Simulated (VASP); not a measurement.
# Be3Te2O (Cmc2_1) in VASP: notebook, part 2 of 2

VASP 6.6.1.

## (3) Relaxation of cell and atoms, PBE

This run uses another cell than the first one, of 18.70 Å³/atom, 1.006 times its volume.

Contents of INCAR:

```
SYSTEM = Be3Te2O
ALGO = Normal
EDIFF = 1E-7
EDIFFG = -0.005
ENCUT = 520
GGA = PE
IBRION = 2
ISIF = 3
ISMEAR = 0
KPAR = 8
LASPH = .True.
LCHARG = .False.
LREAL = .False.
LWAVE = .False.
NELM = 120
NSW = 60
POTIM = 0.3
PREC = Accurate
SIGMA = 0.03
```

Contents of KPOINTS:

```
k-points
0
Gamma
  6 6 4
  0 0 0
```

Contents of POSCAR:

```
Be3Te2O                                 
1.0
    5.3865077124     -3.0746705262      0.0000000000
    5.3865077124      3.0746705262      0.0000000000
    0.0000000000      0.0000000000      6.7732394854
  Be              Te              O             
     6     4     2
Direct
     0.4326695410677881    0.8200705441583509    0.6163093929260786
     0.1799294558416489    0.5673304589322117    0.6163093929260786
     0.9345942127846070    0.0654057872153929    0.5456117151653533
     0.8200705441583509    0.4326695410677881    0.1163093929260789
     0.5673304589322117    0.1799294558416489    0.1163093929260789
     0.0654057872153929    0.9345942127846070    0.0456117151653537
     0.5136848079255718    0.1534401193730212    0.4890273997355997
     0.1534401193730212    0.5136848079255718    0.9890273997355993
     0.8465598806269790    0.4863151920744285    0.4890273997355997
     0.4863151920744285    0.8465598806269790    0.9890273997355993
     0.1801044106001806    0.8198955893998195    0.5733883695112805
     0.8198955893998195    0.1801044106001806    0.0733883695112805
```

Potentials or basis: VASP PAW PBE potentials, release 64 (Be, Te, O).

Started as:

```console
cat potpaw_PBE.64/Be/POTCAR potpaw_PBE.64/Te/POTCAR potpaw_PBE.64/O/POTCAR > POTCAR
mpirun -np 8 vasp_std > vasp.out
```

OUTCAR:

```text
SYSTEM = Be3Te2O
   EDIFF = 1E-7
   EDIFFG = -0.005
   ENCUT = 520
   GGA = PE
   IBRION = 2
   ISIF = 3
   ISMEAR = 0
   LASPH = .True.
   LREAL = .False.
   NELM = 120
   NSW = 60
   POTIM = 0.3
   PREC = Accurate

 ion  position               nearest neighbor table
   1  0.433  0.820  0.616-  11 1.59   9 2.49   7 2.52  10 2.56
   2  0.180  0.567  0.616-  11 1.59   7 2.49   9 2.52   8 2.56
   3  0.935  0.065  0.546-  11 1.52   9 2.41   7 2.41
   4  0.820  0.433  0.116-  12 1.59  10 2.49   8 2.52   9 2.56
   5  0.567  0.180  0.116-  12 1.59   8 2.49  10 2.52   7 2.56
   6  0.065  0.935  0.046-  12 1.52  10 2.41   8 2.41
   7  0.514  0.153  0.489-   3 2.41   2 2.49   1 2.52   5 2.56   9 3.56   9 3.56   9 3.59
   8  0.153  0.514  0.989-   6 2.41   5 2.49   4 2.52   2 2.56  10 3.56  10 3.56  10 3.59
   9  0.847  0.486  0.489-   3 2.41   1 2.49   2 2.52   4 2.56   7 3.56   7 3.56   7 3.59
  10  0.486  0.847  0.989-   6 2.41   4 2.49   5 2.52   1 2.56   8 3.56   8 3.56   8 3.59
  11  0.180  0.820  0.573-   3 1.52   2 1.59   1 1.59
  12  0.820  0.180  0.073-   6 1.52   5 1.59   4 1.59

  LATTYP: Found a base centered orthorhombic cell.
 ALAT       =     6.1493410524
 B/A-ratio  =     1.7518975339
 C/A-ratio  =     1.1014577705

  Lattice vectors:

 A1 = (  -5.3865077124,  -3.0746705262,   0.0000000000)
 A2 = (   5.3865077124,  -3.0746705262,   0.0000000000)
 A3 = (   0.0000000000,   0.0000000000,   6.7732394854)

Analysis of symmetry for initial positions (statically):
=====================================================================
 Subroutine PRICEL returns:
 Original cell was already a primitive cell.

 Routine SETGRP: Setting up the symmetry group for a
 base centered orthorhombic supercell.

 Subroutine GETGRP returns: Found  4 space group operations
 (whereof  2 operations were pure point group operations)
 out of a pool of  8 trial point group operations.

The static configuration has the point symmetry C_1h.
 The point group associated with its full space group is C_2v.

Analysis of symmetry for dynamics (positions and initial velocities):
=====================================================================
 Subroutine PRICEL returns:
 Original cell was already a primitive cell.

 Routine SETGRP: Setting up the symmetry group for a
 base centered orthorhombic supercell.

 Subroutine GETGRP returns: Found  4 space group operations
 (whereof  2 operations were pure point group operations)
 out of a pool of  8 trial point group operations.

The dynamic configuration has the point symmetry C_1h.
 The point group associated with its full space group is C_2v.

 Subroutine INISYM returns: Found  4 space group operations
 (whereof  2 operations are pure point group operations),
 and found     1 'primitive' translations

----------------------------------------------------------------------------------------

                                     Primitive cell

  volume of cell :     224.3532

  direct lattice vectors                    reciprocal lattice vectors
     5.386507712 -3.074670526  0.000000000     0.092824521 -0.162619050  0.000000000
     5.386507712  3.074670526  0.000000000     0.092824521  0.162619050  0.000000000
     0.000000000  0.000000000  6.773239485     0.000000000  0.000000000  0.147639841
[... 65 lines left out ...]
  0.166667  0.166667  0.000000      2.000000
  0.333333  0.166667  0.000000      4.000000
[... 16 lines left out ...]
  0.333333  0.333333  0.250000      4.000000
  0.500000  0.333333  0.250000      8.000000
 [... further k-points ...]
   k-points           NKPTS =     39   k-points in BZ     NKDIM =     39   number of bands    NBANDS=     31
   number of dos      NEDOS =    301   number of ions     NIONS =     12
   total plane-waves  NPLWV = 115200
   dimension x,y,z NGX =    48 NGY =   48 NGZ =   50
   dimension x,y,z NGXF=    96 NGYF=   96 NGZF=  100
   ions per type =               6   4   2
   NGX,Y,Z   is equivalent  to a cutoff of  12.87, 12.87, 12.27 a.u.
   NGXF,Y,Z  is equivalent  to a cutoff of  25.73, 25.73, 24.54 a.u.
 SYSTEM =  Be3Te2O
   PREC   = accura    normal or accurate (medium, high low for compatibility)
   ISTART =      0    job   : 0-new  1-cont  2-samecut
   ICHARG =      2    charge: 1-file 2-atom 10-const
   ISPIN  =      1    spin polarized calculation?
   LNONCOLLINEAR =      F non collinear calculations
   LSORBIT =      F    spin-orbit coupling
   LASPH  =      T    aspherical Exc in radial PAW
   ENCUT  =  520.0 eV  38.22 Ry    6.18 a.u.  11.53 11.53 12.59*2*pi/ulx,y,z
   NELM   =    120;   NELMIN=  2; NELMDL= -5     # of ELM steps
   EDIFF  = 0.1E-06   stopping-criterion for ELM
   LREAL  =      F    real-space projection
   EDIFFG = -.5E-02   stopping-criterion for IOM
   NSW    =     60    number of steps for IOM
   IBRION =      2    ionic relax: 0-MD 1-quasi-New 2-CG
   NFREE  =      1    steps in history (QN), initial steepest desc. (CG)
   ISIF   =      3    stress and relaxation
   ISYM   =      2    0-nonsym 1-usesym 2-fastsym
   POTIM  = 0.3000    time-step for ionic-motion
   TEBEG  =    0.0;   TEEND  =   0.0 temperature during run
   PSTRESS=    0.0 pullay stress
   NELECT =      48.0000    total number of electrons
   NUPDOWN=      -1.0000    fix difference up-down
   EMIN   =  10.00;   EMAX   =-10.00  energy-range for DOS
   EFERMI =   0.00;   METHOD = LEGACY
   ISMEAR =     0;   SIGMA  =   0.03  broadening in eV -4-tet -1-fermi 0-gaus
   EFERMI_NEDOS =   21; number of points for ismear=-14 and -15
   IALGO  =     38    algorithm
   IMIX   =      4    mixing-type and parameters
     AMIX     =   0.40;   BMIX     =  1.00
     AMIX_MAG =   1.60;   BMIX_MAG =  1.00
  volume/ion in A,a.u.               =      18.70       126.17
  Fermi-wavevector in a.u.,A,eV,Ry     =   0.979139  1.850305 13.044092  0.958714
  Thomas-Fermi vector in A             =   2.109969
   LORBIT       =      0    0 simple, 1 ext, 2 COOP (PROOUT), +10 PAW based schemes
   GGA     = PE    functional components
   LHFCALC =     F    Hartree Fock is set to
   AEXX    =    0.0000 exact exchange contribution
   IVDW    =     0    specifies the selected vdW correction
   LEPSILON=     F    determine dielectric tensor
   LRPA    =     F    only Hartree local field effects (RPA)
 conjugate gradient relaxation of ions
 non-spin polarized calculation
 Gauss-broadening in eV      SIGMA  =   0.03
  energy-cutoff  :      520.00
  volume of cell :      224.35
 maximum number of plane-waves:      6068
 NGX is ok and might be reduce to    48
   NGX = 23   NGY = 23   NGZ = 25

--------------------------------------- Ionic step        1  -------------------------------------------

 number of electron      48.0000002 magnetization

 Free energy of the ion-electron system (eV)
  ---------------------------------------------------
  ext. energy  EPLUGINS =         0.00000000
  ---------------------------------------------------
  free energy    TOTEN  =       -56.31394983 eV

  energy without entropy =      -56.31394983  energy(sigma->0) =      -56.31394983

------------------------ aborting loop because EDIFF is reached ----------------------------------------

  FORCE on cell =-STRESS in cart. coord.  units (eV):
  Direction    XX          YY          ZZ          XY          YZ          ZX
  --------------------------------------------------------------------------------------
  -------------------------------------------------------------------------------------
  Total       -0.0538533     -0.0576539      0.0341404      0.0000000      0.0000000      0.0000000
  in kB       -0.3845834     -0.4117250      0.2438072      0.0000000      0.0000000      0.0000000
  external PRESSURE =      -0.1841671 kB  Pullay stress =       0.0000000 kB
[... 217 lines left out ...]
--------------------------------------- Ionic step        6  -------------------------------------------

 number of electron      48.0000002 magnetization

 Free energy of the ion-electron system (eV)
  ---------------------------------------------------
  ext. energy  EPLUGINS =         0.00000000
  ---------------------------------------------------
  free energy    TOTEN  =       -56.31400315 eV

  energy without entropy =      -56.31400315  energy(sigma->0) =      -56.31400315

 E-fermi :   4.8339     XC(G=0):  -8.9935

 val. band max:        4.6396808521   @ k =  -0.3333   0.3333   0.0000
 cond. band min:       6.6534573568   @ k =  -0.3333   0.3333   0.2500
 fundamental gap:      2.0137765047
 Fermi energy:         4.8339291043

 k-point     1 :       0.0000    0.0000    0.0000
  band No.  band energies     occupation
      1     -15.2303      2.00000
      2     -15.1988      2.00000
      3      -7.3574      2.00000
      4      -6.5001      2.00000
      5      -5.4031      2.00000
      6      -5.3177      2.00000
[... 805 lines left out ...]
     30       8.7238      0.00000
     31       8.8634      0.00000

 [... further k-points ...]
[... 5 lines left out ...]
  --------------------------------------------------------------------------------------
  -------------------------------------------------------------------------------------
  Total        0.0243246      0.0277599      0.0266189      0.0000000      0.0000000      0.0000000
  in kB        0.1737480      0.1982864      0.1901362      0.0000000      0.0000000      0.0000000
  external PRESSURE =       0.1873902 kB  Pullay stress =       0.0000000 kB
[... 27 lines left out ...]
  FREE ENERGIE OF THE ION-ELECTRON SYSTEM (eV)
  ---------------------------------------------------
  free  energy   TOTEN  =       -56.3140031493 eV

  energy  without entropy=      -56.3140031493  energy(sigma->0) =      -56.31400315

 reached required accuracy - stopping structural energy minimisation
```

Wall time 5.3 min (8 MPI ranks of Intel Xeon Platinum 8375C at 2.90GHz (Ice Lake), shared host); peak memory 0.52 GiB.

What came out:

- Free energy: -56.3140 eV
- Relaxed volume: 18.69 Å³/atom
- Relaxed cell: a = 6.201 Å, b = 6.201 Å, c = 6.775 Å, α = 90.00°, β = 90.00°, γ = 59.44°
- Space group after relaxing (to 0.05 Å): Cmc2_1 (No. 36)
- Energy gained by relaxing: 0.0 meV/atom
- Ionic steps: 6
- Pressure after relaxing: 0.0 GPa
- Largest force after relaxing: 0.004 eV/Å
- Band gap on the k mesh: 2.01 eV, indirect (least direct gap 2.17 eV)

Forces on the atoms (eV/Å):
```
Be   0.004 -0.002 -0.001
Be  -0.004 -0.002 -0.001
Be   0.000  0.000  0.004
Be   0.004  0.002 -0.001
Be  -0.004  0.002 -0.001
Be   0.000  0.000  0.004
Te  -0.001  0.001 -0.003
Te  -0.001 -0.001 -0.003
Te   0.001  0.001 -0.003
Te   0.001 -0.001 -0.003
O    0.000  0.000  0.004
O    0.000  0.000  0.004
```

Final structure:
```yaml
crystal:
  lattice:
    - [5.38501, -3.07384, 0.00000]
    - [5.38501, 3.07384, 0.00000]
    - [0.00000, 0.00000, 6.77545]
  atoms:
    - { symbol: Be, position: [0.43273, 0.82005, 0.61626] }
    - { symbol: Be, position: [0.17995, 0.56727, 0.61626] }
    - { symbol: Be, position: [0.93464, 0.06536, 0.54570] }
    - { symbol: Be, position: [0.82005, 0.43273, 0.11626] }
    - { symbol: Be, position: [0.56727, 0.17995, 0.11626] }
    - { symbol: Be, position: [0.06536, 0.93464, 0.04570] }
    - { symbol: Te, position: [0.51364, 0.15354, 0.48897] }
    - { symbol: Te, position: [0.15354, 0.51364, 0.98897] }
    - { symbol: Te, position: [0.84646, 0.48636, 0.48897] }
    - { symbol: Te, position: [0.48636, 0.84646, 0.98897] }
    - { symbol: O, position: [0.18017, 0.81983, 0.57350] }
    - { symbol: O, position: [0.81983, 0.18017, 0.07350] }
```

Caveat: spin-orbit coupling is left out, which moves the levels of the heavy elements.
